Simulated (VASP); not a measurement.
Output of a VASP run:

File OSZICAR:
```
       N       E                     dE             d eps       ncg     rms          rms(c)
DAV:   1     0.103971320751E+03    0.10397E+03   -0.10063E+04  6768   0.218E+03
DAV:   2     0.156342771685E+00   -0.10381E+03   -0.10123E+03  6515   0.304E+02
DAV:   3    -0.323358537438E+01   -0.33899E+01   -0.33853E+01  8062   0.746E+01
DAV:   4    -0.325318747531E+01   -0.19602E-01   -0.19601E-01  7411   0.508E+00
DAV:   5    -0.325343494757E+01   -0.24747E-03   -0.24747E-03  8374   0.587E-01    0.649E+00
DAV:   6    -0.299873457701E+01    0.25470E+00   -0.48528E+00  6501   0.571E+01    0.300E+00
DAV:   7    -0.282607013975E+01    0.17266E+00   -0.96288E-01  6634   0.322E+01    0.220E+00
DAV:   8    -0.281694910725E+01    0.91210E-02   -0.29098E-02  9683   0.274E+00    0.804E-01
DAV:   9    -0.281432501437E+01    0.26241E-02   -0.45587E-03  7285   0.154E+00    0.448E-02
DAV:  10    -0.281433038953E+01   -0.53752E-05   -0.19089E-04  9645   0.166E-01    0.364E-02
DAV:  11    -0.281432858015E+01    0.18094E-05   -0.58274E-06  7656   0.439E-02    0.106E-02
DAV:  12    -0.281432800276E+01    0.57740E-06   -0.30651E-07  3961   0.131E-02
   1 F= -.28143280E+01 E0= -.28144779E+01  d E =0.449579E-03
```

**OUTCAR**
```
------------------------ aborting loop because EDIFF is reached ----------------------------------------
  FORCE on cell =-STRESS in cart. coord.  units (eV):
  Direction    XX          YY          ZZ          XY          YZ          ZX
  --------------------------------------------------------------------------------------
  Total       -0.0249011     -0.2762026      0.1393692      0.0000000      0.0000000      0.0000000
  in kB       -1.5671310    -17.3825580      8.7710752      0.0000000      0.0000000      0.0000000
  external PRESSURE =      -3.3928713 kB  Pullay stress =       0.0000000 kB
  volume of cell :       25.46
      direct lattice vectors                 reciprocal lattice vectors
     2.942645000  0.000000000  0.000000000     0.339830323  0.000000000  0.000000000
     0.000000000  3.021700000  0.000000000     0.000000000  0.330939537  0.000000000
     0.000000000  0.000000000  2.863093000     0.000000000  0.000000000  0.349272622
 POSITION                                       TOTAL-FORCE (eV/Angst)
 -----------------------------------------------------------------------------------
      1.47132      1.51085      1.43155         0.336021      0.000000      0.000000
      0.08301      0.00000      0.00000        -0.336021      0.000000      0.000000
 -----------------------------------------------------------------------------------
    total drift:                                0.001388      0.000000      0.000022
  FREE ENERGIE OF THE ION-ELECTRON SYSTEM (eV)
  ---------------------------------------------------
  free  energy   TOTEN  =        -2.8143280028 eV

  energy  without entropy=       -2.8147775817  energy(sigma->0) =       -2.81447786

 total charge

# of ion       s       p       d       tot
------------------------------------------
    1        0.578   0.496   9.819  10.894
    2        0.416   0.359   9.335  10.111
--------------------------------------------------
tot          0.994   0.855  19.155  21.004
```
(Selected blocks of OUTCAR.)

File POSCAR:
```
CuZn
1
    2.9426450000     0.0000000000     0.0000000000
    0.0000000000     3.0217000000     0.0000000000
    0.0000000000     0.0000000000     2.8630930000
Zn Cu
1 1
Direct
  0.5000000000   0.5000000000   0.5000000000
  0.0282090000   0.0000000000   0.0000000000
```

Q: Write an INCAR and KPOINTS that could have produced this output.

A: This is not unique; one that fits is the input of the run itself, PBE GGA + U (Dudarev), plane waves, VASP's PBE PAW potentials (set 64).

KPOINTS:
```
Automatic mesh
0
G
 11 11 11
```

**INCAR**
```
SYSTEM = CuZn
PREC = Accurate
ENCUT = 400
EDIFF = 1E-6
NELM = 100
ALGO = Normal
LREAL = .FALSE.
LASPH = .TRUE.
ISMEAR = 1
SIGMA = 0.1
GGA = PE
LMAXMIX = 2
LWAVE = .FALSE.
LCHARG = .FALSE.
ISIF = 2
LDAU = .TRUE.
LDAUTYPE = 2
LDAUL = 2 2
LDAUU = 5.0 5.0
LDAUJ = 0 0
LDAUPRINT = 1
LORBIT = 10
```

POTCAR, in this order: Zn Cu (PBE.64 set). Program: vasp_std.

The compound is CuZn in the CsCl type structure. The cell was not relaxed at this level, atoms are displaced from their ideal sites. The run is one of a series of settings (LDAU = .TRUE., LDAUJ = 0 0, LDAUL = 2 2, LDAUTYPE = 2, LDAUU = 5.0 5.0, LMAXMIX = 2 against the base run), some of them coarse on purpose. The electron count is odd and the run is not spin-polarised, which forces a metal.
